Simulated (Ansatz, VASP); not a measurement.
## One calculation of TeAu4, two programs

```
Te Au
1.0
     5.10769    0.00000    0.00000
     0.00000    5.10769    0.00000
     0.00000    0.00000    5.10769
Te Au
1 4
Direct
  0.00000 0.00000 0.00000
  0.50000 0.50000 0.50000
  0.00000 0.50000 0.50000
  0.50000 0.00000 0.50000
  0.50000 0.50000 0.00000
```

Change from the starting cell: species swapped into the Mn4N type (Pm-3m, No. 221).

Alike in both runs: functional PBE; k mesh 8 × 8 × 8; occupations gaussian, width 0.1 eV; no spin polarisation.

Ansatz relaxed the structure, and its values are those at the end. VASP's run is a single point on that final structure, the one shown.

```csv
,VASP,Ansatz
version,VASP 6.6.1,Ansatz 0.2.0
potentials or method,"VASP PAW PBE potentials, release 64 (Te, Au)","scalar-relativistic, plane waves, PAW"
plane-wave cutoff (eV),520,420
valence electrons in the cell,50,92
```

```csv
,VASP,Ansatz,Ansatz less VASP
gap on the k mesh at the Fermi level (eV),none,none,-
pressure (GPa),-0.1,0.0,+0.14
```

A gap of «none» marks a metal or a gap that the smearing closes. The functional is the same, so the differences come from potentials, cutoffs and numerics. The two sets of potentials don't hold the same shells in valence.

Spin-orbit coupling is left out, which matters for the levels of Au, Te.
